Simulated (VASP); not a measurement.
**Lu3Si in VASP: convergence with ENCUT**

Input of the first run (ENCUT 200 eV); the others differ in this setting and in those tied to it:

INCAR

```
SYSTEM = Lu3Si
PREC = Accurate
ENCUT = 200
EDIFF = 1E-7
ISMEAR = 1
SIGMA = 0.1
LREAL = .False.
LASPH = .True.
NELM = 100
ALGO = Normal
ISIF = 2
LWAVE = .False.
LCHARG = .False.
GGA = PE
NBANDS = 48
```

KPOINTS

```
Automatic mesh
0
Gamma
  5 5 5
  0 0 0
```

The input POSCAR:

```
Lu3Si
1.0
    4.5414190000      0.0000000000      0.0000000000
    0.0000000000      4.5414190000      0.0000000000
    0.0000000000      0.0000000000      4.5414190000
Lu Si
3 1
Direct
    0.4972370000      0.5007670000     -0.0009380000
    0.5004330000     -0.0025810000      0.5011340000
   -0.0007850000      0.4992060000      0.4990850000
   -0.0038230000      0.0018010000      0.0003720000
```

Potentials or basis: VASP PAW PBE potentials, release 64 (Lu, Si).

Launch:

```bash
$ cat potpaw_PBE.64/Lu/POTCAR potpaw_PBE.64/Si/POTCAR > POTCAR
$ mpirun -np 1 vasp_std > vasp.out
```

The cell isn't the ideal one: atoms moved at random, drawn with an rms of 0.02 Å.

The cell comes from a database or a generator and needn't be the stable form of this composition.

Hardware: 1 thread of Intel(R) Xeon(R) Platinum 8559C (Emerald Rapids) (shared host).

Task: The values tried are 200 eV, 250 eV, 300 eV, 350 eV, 400 eV, 450 eV, 500 eV, 600 eV, 800 eV, loosest first. From which on does the energy stay within 1 meV/atom of the tightest run that finished?

Result: From 500 eV on.

```tsv
ENCUT	energy less the tightest run, at zero smearing (meV/atom)	largest force (eV/Å)	SCF cycles	CPU time (s)	peak memory (GiB)
200 eV	56.80	0.137	15	46	0.17
250 eV	4.92	0.135	17	56	0.19
300 eV	1.93	0.132	15	70	0.23
350 eV	1.25	0.132	16	94	0.24
400 eV	1.62	0.129	16	100	0.27
450 eV	1.15	0.131	16	110	0.31
500 eV	0.17	0.130	15	130	0.34
600 eV	-0.42	0.130	16	210	0.39
800 eV	0.00	0.129	16	400	0.55
```

Against the tightest run, the largest force stays within 0.005 eV/Å from 300 eV on. The tightest run that finished is the yardstick and may itself not be fully converged.

Spin-orbit coupling is left out, which matters for the levels of Lu.
